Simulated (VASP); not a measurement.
RhN:

```
Rh N
1.0
     2.96283    0.00000    0.00000
    -1.48141    2.56588    0.00000
     0.00000    0.00000    2.89157
Rh N
1 1
Direct
  0.00000 0.00000 0.00000
  0.66667 0.33333 0.50000
```

The cell comes from a database or a generator and needn't be the stable form of this composition.

Base run:

```yaml
Program: VASP 6.6.1
Functional: PBE
Potentials_or_basis: VASP PAW PBE potentials, release 64 (Rh_pv, N)
Cutoff: 520 eV
k_mesh: 7 × 7 × 7
Occupations: gaussian, width 0.05 eV
Spin: collinear spin, ferromagnetic start
Starting_moments: "[0.6, 0.0] μB"
Hubbard_terms: Rh d U = 7 eV
```

Its results: band gap on the k mesh none (metal or under the smearing width); pressure 3.9 GPa; net moment 2.06 μB per cell; site moments Rh +2.02; N +0.07 μB.

Q: The run is repeated on the same cell with these changes: functional from PBE to PBEsol; further incar settings from ALGO = Fast; EDIFF = 1e-07; NBANDS = 21 to ALGO = Normal; EDIFF = 1e-06; NBANDS = 21. What comes out?

A: Band gap on the k mesh none (metal or under the smearing width); pressure -11.4 GPa; net moment 0.42 μB per cell; site moments Rh +1.02; N -0.46 μB.

Caveats: the PAW data sets were made with another functional, which shifts forces and pressure a little (some runs).
